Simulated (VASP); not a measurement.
Level of theory: SCAN meta-GGA, VASP's PBE PAW potentials (set 64) (plane waves; VASP).

Input for VASP

### POSCAR
```
SiC
1
    3.0714938864     0.0000000000     0.0000000000
   -1.5357469432     2.6599915917     0.0000000000
    0.0000000000     0.0000000000     5.0433060311
Si C
2 2
Direct
  0.6666670000   0.3333330000   0.9996373447
  0.3333330000   0.6666670000   0.4996373447
  0.6666670000   0.3333330000   0.3753626553
  0.3333330000   0.6666670000   0.8753626553
```

INCAR:
```
# general
SYSTEM  = SiC
PREC    = Accurate
ENCUT   = 520   # plane-wave cut-off (eV)
LREAL   = .False.   # projection in real space or not
LASPH   = .True.   # aspherical one-centre terms

# electronic loop
EDIFF   = 1E-7
NELM    = 100   # most electronic steps
ALGO    = Normal   # blocked Davidson
LMIXTAU = .True.

# smearing
ISMEAR  = -5   # tetrahedra, Bloechl

# functional
METAGGA = SCAN

# ions
ISIF    = 2

# output
LWAVE   = .False.
LCHARG  = .False.
LORBIT  = 11   # lm-projected
NEDOS   = 601   # DOS grid
```

### KPOINTS
```
Automatic mesh
0
Gamma
9 9 5
0 0 0
```

### KPOINTS_OPT
```
k-points along high-symmetry lines
6
Line-mode
Reciprocal
  0.000000   0.000000   0.000000 ! GAMMA
  0.500000   0.000000   0.000000 ! M

  0.500000   0.000000   0.000000 ! M
  0.333333   0.333333   0.000000 ! K

  0.333333   0.333333   0.000000 ! K
  0.000000   0.000000   0.000000 ! GAMMA

  0.000000   0.000000   0.000000 ! GAMMA
  0.000000   0.000000   0.500000 ! A

  0.000000   0.000000   0.500000 ! A
  0.500000   0.000000   0.500000 ! L

  0.500000   0.000000   0.500000 ! L
  0.333333   0.333333   0.500000 ! H

  0.333333   0.333333   0.500000 ! H
  0.000000   0.000000   0.500000 ! A

  0.500000   0.000000   0.500000 ! L
  0.500000   0.000000   0.000000 ! M

  0.333333   0.333333   0.500000 ! H
  0.333333   0.333333   0.000000 ! K
```

POTCAR, in this order: Si C (PBE.64 set). Program: vasp_std.

**Question.** Estimate the energy per atom (σ→0), band gap (over mesh and band path).

**Answer.** 
```json
{
 "energy per atom (σ→0)": "-10341 meV/atom",
 "band gap (over mesh and band path)": "2.64 eV"
}
```

File OSZICAR:
```
...
DAV:  20    -0.413650744606E+02    0.64777E-06   -0.10813E-07   644   0.515E-03    0.665E-04
DAV:  21    -0.413650697823E+02    0.46782E-05   -0.85261E-08   604   0.451E-03    0.231E-04
DAV:  22    -0.413650689464E+02    0.83588E-06   -0.11274E-08   520   0.128E-03    0.166E-04
DAV:  23    -0.413650691994E+02   -0.25299E-06   -0.12362E-09   504   0.460E-04    0.183E-04
DAV:  24    -0.413650691196E+02    0.79778E-07   -0.58829E-10   504   0.355E-04
   1 F= -.41365069E+02 E0= -.41365069E+02  d E =0.000000E+00
       N       E                     dE             ncg
       N       E                     dE             ncg
```

The structure comes from a measured SiC entry (P6_3mc) of the Crystallography Open Database, whose conditions weren't checked. It was relaxed first.
